**Q:** I squeezed and stretched a WSe₂ crystal on the computer and let each cell relax at its new volume. How should I read the results?

Bulk WSe₂ (6-atom cell), relaxed with VASP 6.6.1 using PBE and PAW potentials, without dispersion correction, spin polarisation or spin–orbit coupling. All runs use a 300 eV cutoff, a 5 × 5 × 1 k-point mesh and Gaussian smearing of 0.03 eV. One run relaxes the cell freely, the others keep its volume fixed; energy drops count from each run's starting geometry.

```tsv
volume (relaxed cell) (Å³/atom)	c/a (relaxed cell)	shortest distance (relaxed cell) (Å)	energy drop per atom (meV)
21.842	4.1851	2.542	32.00
22.307	4.2601	2.543	13.70
22.771	4.3414	2.543	3.20
23.236	4.4191	2.545	0.00
23.236	4.4191	2.545	0.00
23.701	4.5050	2.544	3.40
24.166	4.5876	2.545	12.70
24.630	4.6733	2.545	27.40
```

**A:** Start with what was imposed. One cell was relaxed freely, and the others are copies of it with all edges scaled by the same factor, so that the volume changed by up to 6 % either way. Each copy was then allowed to change its shape and move its atoms, but not to change its volume. The energy drop per atom is what each run gained between its first and last geometry. The volume is therefore a setting, while $c/a$ (the height of the hexagonal cell over its in-plane edge) and the shortest distance are answers.

**Q:** Why is the drop zero at 23.236 Å³ and larger on both sides?

**A:** The zero comes from where these two runs began. One is the free relaxation, which started from an almost relaxed cell, and the other is a restart from its result. Neither had anything left to gain. They count as one result, and the zero doesn't show that this volume is the best one.

Away from it, uniform scaling has put strain into the crystal that relaxation can take out again. The size is worth remembering: lengths wrong by about 2 %, which is what a 6 % change of volume means, cost this crystal some 30 meV per atom. That is close to the thermal energy $k_\mathrm{B}T$ at room temperature.

**Q:** The volume stays fixed, so where does the strain go?

**A:** Into the space between the layers. WSe₂ consists of sheets, each a plane of tungsten between two planes of selenium. Strong bonds hold a sheet together, while neighbouring sheets hardly hold each other. Uniform scaling ignores this difference and strains bonds and empty space alike.

The shortest distance is the W–Se bond, and it shows the repair. In the smallest cell it started at 2.493 Å and relaxed to 2.542 Å, within 0.003 Å of its length in the freely relaxed crystal. The in-plane edge $a$ recovers in the same way, so the height $c$ has to absorb the change of volume. From the smallest to the largest relaxed cell $c$ grows by 12 %, but $a$ by only 0.3 %.

Geometry tells whether the sheets themselves thicken. Each selenium atom sits above the centre of a triangle of tungsten atoms, so a sheet with bond length $d$ has the thickness

$$t = 2\sqrt{d^2 - a^2/3}.$$

This thickness stays the same within 0.01 Å across the rows, while the spacing between the selenium planes of neighbouring sheets grows by 0.84 Å. The crystal behaves like a stack of stiff plates with soft gaps. Changes of cell shape and shifts of atoms both contribute to the drop, and the table doesn't separate their shares.

**Q:** Could I have guessed the drop at 6 % from the one at 2 %?

**A:** Yes, with the rule for a spring. Near its preferred length a bond costs energy in proportion to the square of its strain, and relaxation returns most of that cost. Three times the strain should then give nine times the drop. Averaging compression and expansion removes the lopsided part of the spring, which has opposite signs on the two sides.

The mean drop at 2 % is 3.3 meV per atom, so the estimate for 6 % is

$$\left(\frac{6}{2}\right)^2 \times 3.3\ \text{meV} = 29.7\ \text{meV}.$$

The calculation gives 29.7 meV as well, and at 4 % the rule is equally close. Only the 2 % rows went in, so the other two pairs are a real test of the square law. The match in the last digit is better than the rule deserves, because rounding in the 2 % drops alone can shift the estimate by almost half a meV. The printed output after this text lists the comparison together with the geometry of each cell.

**Q:** Would rock salt behave the same way?

**A:** No, its drop would be zero at every volume. In a perfect cubic rock-salt crystal, symmetry fixes both the shape of the cell and the places of the atoms. Once the volume is set, nothing remains to relax, and the full cost of compression stays in the bonds.

WSe₂ has a way out, and it uses it. Squeezing it uniformly by 6 % costs 37 meV per atom, and relaxation returns 87 % of that. To guess the trend for another crystal, ask whether it has a soft direction that can take up volume while the stiff bonds keep their length. If it has one, scaled cells must be relaxed before their energies are compared, or the curve will mainly show the stiffness of the bonds.

**Q:** Then the relaxed energies should have their minimum at the cell with zero drop?

**A:** They don't. After relaxation the energy keeps falling up to the largest cell, by 5.7 meV per atom over the whole range. Around the freely relaxed cell, the slope of these energies corresponds to a pressure of about 0.25 GPa pushing outwards. Yet the run itself reports almost none, which is why the free relaxation stopped there.

Such a mismatch is the usual sign of Pulay stress. The reported pressure assumes that the same set of plane waves is carried along as the cell changes, whereas a larger cell started at the same cutoff gets more of them. With a modest cutoff this difference acts like a false inward pull. In a stiff crystal it would hardly matter, but here the gaps are so soft that a small false pressure moves the volume noticeably. The other cells fit this reading: all along the range, the slope of the energies gives a pressure roughly 0.2 GPa above the reported one. A higher cutoff should bring the two pressures together, though no such run is at hand to confirm it.

A second fault lies in the physics. PBE without a dispersion correction lacks most of the attraction between the sheets, so little is left to hold them at the right distance. The freely relaxed cell is 14.65 Å high, against roughly 13 Å in the real crystal (a rounded, recalled value). Even the most compressed cell here has its sheets too far apart. Adding dispersion should bind the sheets more firmly and bring them closer together, while the bonds within a sheet, which cause most of the drop, should change little.

**Q:** I want to use WSe₂ as a transistor channel. Does a wrong spacing matter there?

**A:** It should for a channel several layers thick, because the spacing shifts levels at the edges of the band gap. On the sampled mesh of electron wave vectors, the gap widens from 1.29 to 1.69 eV between the smallest and the largest cell. On average that is about half an electronvolt per ångström of spacing (more in the small cells, less in the large ones), so an error of 0.1 Å moves this mesh gap by some 0.05 eV. The gap enters both the leakage current of the switched-off transistor and the barrier at its contacts, so the spacing should be settled before either is computed.

The cause is the overlap between sheets. At the zone centre Γ, the highest valence states point out of the sheet, and those of two neighbouring sheets combine into a lower and an upper level. Closer sheets push the upper level higher. The lowest conduction states on the mesh, which lie away from Γ, pair up too, and there the lower level moves down. Both shifts narrow the gap. In the two cells for which the levels are available, the valence splitting falls from 0.73 eV at 22.307 Å³ to 0.46 eV at 24.166 Å³. The conduction pair draws together by a similar amount, so each edge supplies about half of the widening.

The direction of this trend should hold as long as at least one band edge lies in states that overlap between sheets, but trust neither the gaps themselves nor the exact slope. The mesh misses the zone corner K, where important band edges of WSe₂ lie. At the mesh point nearest K the top valence level lies only 0.3 eV below the one at Γ at 22.307 Å³ and 0.18 eV below it at 24.166 Å³. It is expected to rise further towards K, so in the wider cells the valence edge probably sits at K rather than at Γ. If one of the true edges sits there, the gap should change less with the spacing than the mesh suggests, and if both do, it may hardly change at all. Spin–orbit coupling, which is strong in tungsten, was left out too.

**Q:** Last one: compression gives the larger drop at 4 and 6 %, but not at 2 %. Which of these digits can I trust?

**A:** At 6 % the excess on compression is 4.6 meV per atom, and it has two ordinary sources. Taking 6 % off the volume shortens lengths by 2.04 %, while adding 6 % stretches them by only 1.96 %, so even a symmetric spring would give about 2.4 meV more on compression. The rest is what one expects of bonds that resist being shortened more than being stretched. At 4 % the excess has shrunk to 1 meV, and both sources fall off steeply with the strain. At 2 % the order is reversed by 0.2 meV, and I would not read much into that. The freely relaxed cell keeps a slight uneven stress, tension in the plane and compression along $c$, which favours the narrower, taller shape that the expanded copies relax towards. That should account for part of the reversal. The mesh is coarse, each relaxation keeps the plane waves of its starting cell, and no test shows how far such choices shift the drops. The growth with the square of the strain is safe to use for the mean of compression and expansion, less so for one side alone, but tenths of a meV are not.

Printed output of the fit:

```
Geometry in Å and energies in meV per atom against the parent and mesh gap in eV:
     row  a start  a relaxed  c relaxed  bond start  layer spacing  E start  E relaxed  mesh gap
  21.842    3.247      3.307      13.84       2.493          3.563    36.66       4.66     1.294
  22.307     3.27       3.31       14.1       2.511          3.696    16.05       2.35     1.371
  22.771    3.293      3.312      14.38       2.528          3.837    4.058     0.8583     1.448
  23.236    3.315      3.315      14.65       2.545           3.97        0          0     1.514
  23.236    3.315      3.315      14.65       2.545           3.97        0          0     1.514
  23.701    3.337      3.316      14.94       2.562          4.117    2.828    -0.5717     1.581
  24.166    3.359      3.317      15.22       2.579          4.256     11.8     -0.905     1.638
   24.63     3.38      3.318       15.5       2.595            4.4    26.36     -1.037      1.69
mean drop at 2 % volume change either way (meV/atom): 3.3
mean drop at 4 % volume change either way (meV/atom): 13.2
mean drop at 6 % volume change either way (meV/atom): 29.7
square-law estimate for 4 % from the 2 % mean (meV/atom): 13.2
square-law estimate for 6 % from the 2 % mean (meV/atom): 29.7
drop on compression less drop on expansion at 6 % (meV/atom): 4.6
drop on compression less drop on expansion at 4 % (meV/atom): 1
drop on compression less drop on expansion at 2 % (meV/atom): -0.2
growth of volume from smallest to largest cell (%): 12.76
growth of relaxed a over the same range (%): 0.3271
growth of relaxed c over the same range (%): 12.03
growth of half of c over the same range (Å): 0.8325
growth of the spacing between Se planes of neighbouring layers (Å): 0.8376
spread of the Se-to-Se thickness of one layer (Å): 0.005594
share of the cost of 6 % uniform compression returned by relaxation (%): 87.29
fall of the relaxed energy from smallest to largest cell (meV/atom): 5.697
pressure at the parent volume from the slope of relaxed energies (GPa): 0.2464
pressure printed by the run at the parent volume (GPa): -0.006624
widening of the mesh gap from smallest to largest cell (eV): 0.3965
widening of the direct mesh gap over the same range (eV): 0.1318
splitting of the top two valence levels at Gamma in the 22.307 row (eV): 0.729
splitting of the top two valence levels at Gamma in the 24.166 row (eV): 0.459
```
